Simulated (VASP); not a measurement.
```xyz
8
Lattice="4.0123 0.0000 0.0000 -2.0061 3.4747 0.0000 0.0000 0.0000 16.8040" Properties=species:S:1:pos:R:3 pbc="T T T"
In     0.0000     0.0000     9.7909
In     0.0000     0.0000     7.0131
In     0.0000     2.3165    15.4144
In     0.0000     2.3165     1.3896
Se     2.0061     1.1582    14.1345
Se     2.0061     1.1582     2.6695
Se     0.0000     2.3165    11.0693
Se     0.0000     2.3165     5.7347
```

Calculation: PBEsol GGA, VASP's PBE PAW potentials (set 64) (plane waves; VASP). Numerical set-up: 400 eV cut-off, 7×7×2 Γ-centred mesh, tetrahedra with Blöchl corrections, potentials In_d Se.

The cores are frozen, which limits the accuracy of field gradients. Without a dispersion term in the relaxation, distances and binding between the weakly bound layers, chains or molecules are unreliable, and so is what depends on them.

Question: Give the principal components of the electric field gradient (V/Å²) and the asymmetry η at each nucleus.

Answer: 
| atom | Vxx | Vyy | Vzz | η |
|---|---|---|---|---|
| In1 | 54.4 | 54.4 | -108.8 | 0.00 |
| In2 | 54.4 | 54.4 | -108.8 | 0.00 |
| In3 | 54.0 | 54.0 | -107.9 | 0.00 |
| In4 | 54.0 | 54.0 | -107.9 | 0.00 |
| Se5 | 30.8 | 30.8 | -61.6 | 0.00 |
| Se6 | 30.8 | 30.8 | -61.6 | 0.00 |
| Se7 | 31.7 | 31.7 | -63.5 | 0.00 |
| Se8 | 31.7 | 31.7 | -63.5 | 0.00 |

The structure comes from a computed database's InSe entry (P-6m2); how it stands against other phases isn't given here. It was relaxed first, which changed the volume by -9 %.
